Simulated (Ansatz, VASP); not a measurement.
# TaN: VASP beside Ansatz, part 2 of 2

Wanted: the spread between two codes on one cell, functional and k mesh. The cell is taken from a series of runs on this material, whose earlier steps may have relaxed, scaled, displaced or heated it; both programs get it as it stands.

VASP 6.6.1 and Ansatz 0.2.0.

So far: Set-up; VASP: zone-centre phonons, PBEsol.

**3. Ansatz: zone-centre phonons, PBEsol**

Level of this step: Ansatz beside VASP: Kohn-Sham DFT, plane waves, PBEsol (Ansatz).

Ansatz runs on its PAW soft_1 files.

The same cell, functional, mesh and smearing now go to Ansatz, which takes its cutoff from its data sets.

input.yaml

```yaml
crystal:
  lattice:
    - [2.9848650731, 0.0, 0.0]
    - [-1.4924325366, 2.5849689802, 0.0]
    - [0.0, 0.0, 2.9196768509]
  atoms:
    - { symbol: "N", position: [0.6666666667, 0.3333333333, 0.0] }
    - { symbol: Ta, position: [0.0, 0.0, 0.5] }
kpoints:
  mp_grid: { grid: [18, 18, 16] }
hamiltonian:
  xc: pbesol
  pseudopotentials: { kind: paw, azcp: { folder: soft_1 }, xc_functional: pbe }
scf:
  occupations: { method: methfessel_paxton, width: 0.2 }
output:
  eigenvalues: true
phonons:
  method: dfpt
```

Started as:

```console
$ ansatz run input.yaml --threads 4 --pin off --max-ram 10240MiB --backend cpu --events-out ev --progress --plain --runs-dir out
```

Numbers of over 12 decimals in the logs are rounded to 6 here.

The program printed:

```text
zone centre: on kpoints.mp_grid the ground state, and the responses unless they are solved on pairs of k-points, stand on 819 of the mesh's 5184 k-points, reduced under 4 symmetry operations, with k and −k counted as one. Each operation leaves every solved displacement unchanged or reverses it
Engine: ansatz 0.2.0, x86_64-unknown-linux-gnu
Pseudopotentials: kind: paw
Pseudopotential: N, paw, valence charge 5, recommended cutoff 420 eV (normal), soft_1/N.paw.azcp
Pseudopotential: Ta, paw, valence charge 13, recommended cutoff 420 eV (normal), soft_1/Ta.paw.azcp
Functional definition: PBEsol
  exchange = pbesol_x
  correlation = pbesol_c
Crystal: 2 atoms, lattice volume = 22.528 Å³
Basis set: ecut = 420 eV, 405 PW (Γ), exchange–correlation on 40×40×40 points (8 copies of the dense FFT grid, shifted against one another)
Bands: 13, of which v1, the nominal top of the filled ones, is band 9 counted from 1 (8 counted from 0)
Symmetry: 12 space group operations
k-points: 819 of 5184 (irreducible under 4 space group operations, time reversal used)
Non-local potential: N, projectors of the file, l = 0: 2, l = 1: 2, l = 2: 1
Non-local potential: Ta, projectors of the file, l = 0: 3, l = 1: 2, l = 2: 2, l = 3: 1
PAW form: soft (Blöchl's): semilocal exchange-correlation on the pseudo side does not see the compensation charge
PAW frozen core: N, regenerated for the run's functional, and the local potential with it (the file was generated under x = pbe(κ = 0.804, μ = 0.219515), c = pbe(β = 0.066725))
PAW frozen core: Ta, regenerated for the run's functional, and the local potential with it (the file was generated under x = pbe(κ = 0.804, μ = 0.219515), c = pbe(β = 0.066725))
PAW one-centre angular grid: N, 110 points (default); XC on 64 Gauss nodes
PAW one-centre angular grid: Ta, 590 points (default); XC on 64 Gauss nodes
Initial density: superposition of atomic densities (chi_scale 0.1, normalization cell, long waves kept (reshape's long-wave potential 0.00 eV rms))
Initial wavefunctions: pseudopotential atomic-orbital guess
Functional: x = pbesol(κ = 0.804, μ = 0.123457), c = pbesol(β = 0.046)
SCF iter   1: F=—  HF=-10188.499427 eV  |F-HF|=—  |Δ(HF+E_count)|=         —  Δρ=4.71e-2  dr2=2.63e-1  ethr=3.10e-3  ⟨swp⟩=5.0  Hψ=53059  notcnv=0
preconditioner: auto → none  [metal: Δε(μ)=0.067 eV  Ē_g=10.729 eV  σ=0.200 eV  W_gap=0.28  n_scr=8 (ndim 8)  ℏωp=24.7 eV  f_vac=0.000  D(μ)=0.06/eV (n_scr^D=0)  sad-step TF]
SCF iter   2: F=—  HF=-10188.492909 eV  |F-HF|=—  |Δ(HF+E_count)|=   6.52e-3  S|Δr|=    0.00e0  Δρ=2.91e-2  dr2=1.13e-1  ethr=1.46e-3  ⟨swp⟩=1.0  Hψ=17199  notcnv=0
SCF iter   3: F=—  HF=-10188.481969 eV  |F-HF|=—  |Δ(HF+E_count)|=   1.09e-2  S|Δr|=    0.00e0  Δρ=1.77e-3  dr2=3.69e-4  ethr=6.29e-4  ⟨swp⟩=2.2  Hψ=12860  notcnv=0
SCF iter   4: F=—  HF=-10188.481941 eV  |F-HF|=—  |Δ(HF+E_count)|=   2.73e-5  S|Δr|=    0.00e0  Δρ=4.52e-4  dr2=3.13e-5  ethr=2.05e-6  ⟨swp⟩=2.3  Hψ=16730  notcnv=0
SCF iter   5: F=—  HF=-10188.481941 eV  |F-HF|=—  |Δ(HF+E_count)|=   3.92e-7  S|Δr|=    0.00e0  Δρ=7.97e-5  dr2=1.18e-6  ethr=1.74e-7  ⟨swp⟩=2.4  Hψ=15057  notcnv=0
SCF iter   6: F=—  HF=-10188.481941 eV  |F-HF|=—  |Δ(HF+E_count)|=   3.53e-7  S|Δr|=    0.00e0  Δρ=1.12e-5  dr2=1.36e-8  ethr=6.54e-9  ⟨swp⟩=2.9  Hψ=16989  notcnv=0
SCF iter   7: F=—  HF=-10188.481941 eV  |F-HF|=—  |Δ(HF+E_count)|=   2.37e-9  S|Δr|=    0.00e0  Δρ=1.13e-6  dr2=1.02e-10  ethr=7.57e-11  ⟨swp⟩=2.1  Hψ=13767  notcnv=0
SCF iter   8: F=-10188.481941 eV  HF=-10188.481941 eV  |F-HF|=5.46e-12  |Δ(HF+E_count)|=  4.73e-11  S|Δr|=    0.00e0  Δρ=8.04e-8  dr2=1.16e-12  ethr=1.00e-12  ⟨swp⟩=6.3  Hψ=47528  notcnv=0
the search or the solves at the SCF's close seem to have found levels that the self-consistency loop had missed (the run counts 3). By its estimate they hold under 1e-12 electrons; where the run keeps them, the occupations were computed again with them
SCF 1 converged in 8 iterations: F = -10188.481941 eV  dr2 = 1.16e-12
  greatest PAW one-centre occupation: 0.999 electrons in one spin orbital (limit 2), on the Ta atom at site 1 (counted from 0), in its partial waves of l = 0
DFPT response loops at Γ: preconditioner auto → Kerker (q_TF=auto, 2.628 Å⁻¹) (partly filled bands, converged f_vac=0.000); β = 1.00, the filter's whole step (`scf.mixing.beta` (0.50) is not read by the response loops under this deck's `scf.mixing.preconditioner`; to damp them name `kerker` or `kerker_dos`, under which they read `scf.mixing.beta`, and type it under 1.00, their step now; both keys bind the ground state too); Broyden in place of MSR1
SCF converged after 8 iterations
Stability not checked: this state was not tested for a lower state beside it, because cold or Methfessel-Paxton smearing, or corrected tetrahedra, fill the levels in a way that the test cannot read (fill_not_monotonic; see scf.lower_state_search)
Free energy (F): -10188.481941 eV
Harris-Foulkes:  -10188.481941 eV  (|F-HF|=5.46e-12)
Internal energy: -10188.482244 eV  (E = F + TS)
E sigma→0 (E₀):  -10188.482017 eV
Entropy (-TS):   0.000303 eV (0.151 meV/atom)
Fermi energy:    18.975656 eV
--- Per-component energies (eV) ---
  E_band       = -72.860354
  E_kinetic    = 519.192826
  E_local      = -620.781025  (includes V_loc(G=0)·N_el)
  E_nonlocal   = 26.105132
  E_hartree    = 217.951519
  E_xc         = -377.686732
  E_vxc        = -308.478641  (∫ρ·V_xc dr)
  E_paw        = -8304.158344  (= ΣΔE_a)
  E_vpaw       = -124.802676  (= ΣTr[D̂ρ^β])
  E_aug_tail   = 0.001001  (compensation charges beyond the density's cutoff)
  E_ewald      = -1649.348434
  E_core_change = 0.241812  (= ΣΔE_core)
  E_smearing   = 0.000303  (= −TS)
  E_closure    = 0.000000  (closes the sum)
  Σ components = -10188.481941   (vs F -10188.481941, Δ=0.00e0)
--- Band table (eV; the first three rows and the last of 819) ---
  k-point 0: bands = [... 5 lower, 14.6002, 14.6002, 14.9884, 16.1517, 20.8343, 22.4074, 22.4074, 22.7508]
  k-point 1: bands = [... 5 lower, 14.6312, 14.6312, 14.6413, 16.4360, 20.9879, 21.8091, 21.8091, 23.2144]
  k-point 2: bands = [... 5 lower, 13.9216, 14.7201, 14.7201, 17.0228, 21.0441, 21.0441, 21.3985, 23.5717]
  k-point 818: bands = [... 5 lower, 11.7404, 12.3256, 14.9139, 17.9658, 22.7391, 23.7619, 24.6547, 25.7425]
--- Phonons (Γ-DFPT): 4 representative perturbations + reference, on 819 of 5184 k-points (Σ response iterations 12) ---
  k mesh reduced under 4 symmetry operations, with k and −k counted as one. Each operation leaves every solved displacement unchanged or reverses it
  ASR residual: 5.497e-5 → 0.000e0 eV/Å²; symmetrization residual: 2.839e-6 eV/Å²
  ASR residual per site (eV/Å²): 3.62e-5 5.50e-5
  Γ frequencies (cm⁻¹): 0.00 0.00 0.00 479.74 479.74 482.35
  non-analytic LO–TO correction: not included (Born effective charges unavailable; polar crystals: no LO–TO splitting at Γ)
```

The column dr2 measures how far the density is from self-consistency, as an energy; F and HF (Harris–Foulkes) agree once it is small.

**4. Comparison**

Known differences besides the potentials themselves: the data sets hold 18 valence electrons in Ansatz (on its PAW soft_1 files) and 16 in VASP; the cutoff is 420 eV in Ansatz and 600 eV in VASP; Ansatz makes its cores anew for this functional, VASP keeps those of its PBE data sets. Total energies have different zeros and are not compared.

Compared:

```
                  quantity  Ansatz   VASP  difference
optical mode 1 to 2 (cm⁻¹)   479.7  482.8     -0.63 %
     optical mode 3 (cm⁻¹)   482.4  484.9     -0.53 %
```

Modes are paired by rising frequency, not by their patterns, so a pair may set unlike modes beside each other; they are those without the splitting of longitudinal modes.

**5. Outcome**

```yaml
r_m_s_difference_of_the_optical_zone_centre_modes_each_program_s_sorted_by_frequency_zone_centre_phonons_pbesol: 2.9 cm⁻¹
difference_in_optical_mode_1_to_2_zone_centre_phonons_pbesol: -0.6 %
```

In words: The r.m.s. difference of the optical zone-centre modes, each program's sorted by frequency is 2.9 cm⁻¹ (zone-centre phonons, PBEsol). The data sets hold unlike numbers of valence electrons (18 in Ansatz and 16 in VASP), so part of the differences comes from the potentials. Among the rows given in per cent, the largest difference of the zone-centre phonons, PBEsol pair is in optical mode 1 to 2, -0.6 %. How closely two codes agree says nothing of how well the functional describes the real material.

[Lines on the potential files, build, host, timing and source positions are cut from VASP's logs without a mark.]

[Logs are printed without paths, hosts, clocks, repeated set-up lines and the standing remarks that a program may print on its own settings, such as how far it seeks lower states.]

[Hosts, paths, dates, database ids (printed as entryN), source tags and the programs' standing remarks are cut or masked in the printed files.]
